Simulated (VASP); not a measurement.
These are r2SCAN+rVV10, VASP's PBE PAW potentials (set 64) (plane waves; VASP 6.6.1) values and carry that method's errors.

VASP input:

**KPOINTS**
```
kpoints
0
Gamma
 9 9 9
0 0 0
```

**INCAR**
```
NELM = 100
ISIF = 2
LUSE_VDW = T
LASPH = T
BPARAM = 11.95
SYSTEM = MgS
PREC = Accurate
CPARAM = 0.0093
ISMEAR = 0   # Gaussian
LCHARG = F
ENCUT = 520   # plane-wave cut-off (eV)
SIGMA = 0.05
LREAL = F   # projection in real space or not
LWAVE = F
LMIXTAU = T
EDIFF = 1E-7   # SCF stop (eV)
ALGO = Normal   # blocked Davidson
METAGGA = R2SCAN
```

File POSCAR:
```
MgS
1.0
  0.0000000000   2.6401324390   2.6401324390
  2.6401324390   0.0000000000   2.6401324390
  2.6401324390   2.6401324390   0.0000000000
Mg S
1 1
direct
  0.0000000000   0.0000000000   0.0000000000
  0.5000000000   0.5000000000   0.5000000000
```

POTCAR, in this order: Mg S (PBE.64 set). Program: vasp_std.

Output of the run:

### OSZICAR
```
       N       E                     dE             d eps       ncg     rms          rms(c)
DAV:   1     0.164614976558E+02    0.16461E+02   -0.35926E+03   576   0.820E+02
DAV:   2    -0.157544393758E+02   -0.32216E+02   -0.30886E+02   776   0.110E+02
DAV:   3    -0.168776879213E+02   -0.11232E+01   -0.11232E+01   680   0.281E+01
DAV:   4    -0.168818941334E+02   -0.42062E-02   -0.42062E-02   936   0.198E+00
DAV:   5    -0.168818995622E+02   -0.54288E-05   -0.54288E-05   688   0.598E-02    0.445E+00
DAV:   6    -0.152379872070E+02    0.16439E+01   -0.11605E+00   592   0.795E+00    0.465E+00
DAV:   7    -0.150570477813E+02    0.18094E+00   -0.49380E-01   608   0.416E+00    0.187E+00
DAV:   8    -0.152027843227E+02   -0.14574E+00   -0.25947E-01   672   0.500E+00    0.151E+00
DAV:   9    -0.151762067433E+02    0.26578E-01   -0.74343E-02   576   0.302E+00    0.180E-01
DAV:  10    -0.151962382522E+02   -0.20032E-01   -0.35049E-03   664   0.816E-01    0.144E-01
DAV:  11    -0.152367915195E+02   -0.40553E-01   -0.10953E-02   592   0.122E+00    0.181E-01
DAV:  12    -0.152560441751E+02   -0.19253E-01   -0.97583E-03   712   0.111E+00    0.140E-01
DAV:  13    -0.152531977707E+02    0.28464E-02   -0.24963E-03   560   0.591E-01    0.116E-01
DAV:  14    -0.152534837629E+02   -0.28599E-03   -0.99840E-05   680   0.126E-01    0.990E-02
DAV:  15    -0.152534753831E+02    0.83797E-05   -0.18948E-06   776   0.141E-02    0.857E-02
DAV:  16    -0.152535304363E+02   -0.55053E-04   -0.14496E-05   560   0.580E-02    0.473E-02
DAV:  17    -0.152535126477E+02    0.17789E-04   -0.21685E-06   592   0.206E-02    0.280E-02
DAV:  18    -0.152535474378E+02   -0.34790E-04   -0.62565E-06   560   0.406E-02    0.148E-02
DAV:  19    -0.152535425869E+02    0.48508E-05   -0.22525E-06   568   0.210E-02    0.579E-03
DAV:  20    -0.152535512659E+02   -0.86790E-05   -0.75750E-07   560   0.148E-02    0.183E-03
DAV:  21    -0.152535495493E+02    0.17166E-05   -0.47295E-08   616   0.321E-03    0.196E-03
DAV:  22    -0.152535518288E+02   -0.22795E-05   -0.52178E-08   560   0.392E-03    0.746E-04
DAV:  23    -0.152535507786E+02    0.10501E-05   -0.17284E-08   288   0.195E-03    0.187E-04
DAV:  24    -0.152535508484E+02   -0.69750E-07   -0.54727E-10   280   0.320E-04
   1 F= -.15253551E+02 E0= -.15253551E+02  d E =-.319174E-14
```

**OUTCAR**
```
------------------------ aborting loop because EDIFF is reached ----------------------------------------
  FORCE on cell =-STRESS in cart. coord.  units (eV):
  Direction    XX          YY          ZZ          XY          YZ          ZX
  --------------------------------------------------------------------------------------
  Total       -0.9696035     -0.9696035     -0.9696035      0.0000000     -0.0000000     -0.0000000
  in kB      -42.2082759    -42.2082759    -42.2082759      0.0000000     -0.0000000     -0.0000000
  external PRESSURE =     -42.2082759 kB  Pullay stress =       0.0000000 kB
  volume of cell :       36.81
      direct lattice vectors                 reciprocal lattice vectors
     0.000000000  2.640132439  2.640132439    -0.189384439  0.189384439  0.189384439
     2.640132439  0.000000000  2.640132439     0.189384439 -0.189384439  0.189384439
     2.640132439  2.640132439  0.000000000     0.189384439  0.189384439 -0.189384439
 POSITION                                       TOTAL-FORCE (eV/Angst)
 -----------------------------------------------------------------------------------
      0.00000      0.00000      0.00000        -0.000000      0.000000     -0.000000
      2.64013      2.64013      2.64013         0.000000     -0.000000      0.000000
 -----------------------------------------------------------------------------------
    total drift:                                0.000000      0.000000      0.000000
  FREE ENERGIE OF THE ION-ELECTRON SYSTEM (eV)
  ---------------------------------------------------
  free  energy   TOTEN  =       -15.2535508484 eV

  energy  without entropy=      -15.2535508484  energy(sigma->0) =      -15.25355085
```
(Selected blocks of OUTCAR.)

OUTCAR:
```
 val. band max:        3.1076554316   @ k =   0.0000   0.0000   0.0000

 cond. band min:       6.5455773557   @ k =   0.4444   0.4444   0.0000


 Fermi energy:         3.3542169312

 k-point     1 :       0.0000    0.0000    0.0000
  band No.  band energies     occupation
      1      -9.8342      2.00000
      2       3.1077      2.00000
      3       3.1077      2.00000
      4       3.1077      2.00000
      5       7.3231      0.00000
      6      11.6344      0.00000
      7      11.6344      0.00000
      8      11.6344      0.00000

 k-point     2 :       0.1111    0.0000    0.0000
  band No.  band energies     occupation
      1      -9.7191      2.00000
      2       2.2951      2.00000
      3       3.0299      2.00000
      4       3.0299      2.00000
      5       7.9787      0.00000
      6      11.3504      0.00000
      7      11.8453      0.00000
      8      11.8453      0.00000

 k-point     3 :       0.2222    0.0000    0.0000
  band No.  band energies     occupation
      1      -9.4020      2.00000
      2       0.7853      2.00000
      3       2.8477      2.00000
      4       2.8477      2.00000
      5       8.5982      0.00000
      6      11.6320      0.00000
      7      11.6320      0.00000
      8      11.6548      0.00000

 k-point     4 :       0.3333    0.0000    0.0000
  band No.  band energies     occupation
      1      -8.9812      2.00000
      2      -0.5981      2.00000
      3       2.6617      2.00000
      4       2.6617      2.00000
      5       8.4419      0.00000
      6      10.9683      0.00000
      7      10.9683      0.00000
      8      12.9849      0.00000

 k-point     5 :       0.4444    0.0000    0.0000
  band No.  band energies     occupation
      1      -8.6560      2.00000
      2      -1.4392      2.00000
      3       2.5503      2.00000
      4       2.5503      2.00000
      5       8.2389      0.00000
      6      10.5794      0.00000
      7      10.5794      0.00000
...
```

The compound is MgS in the rock salt structure. This cell is one point of a volume scan, at 1.06 of the reference volume.
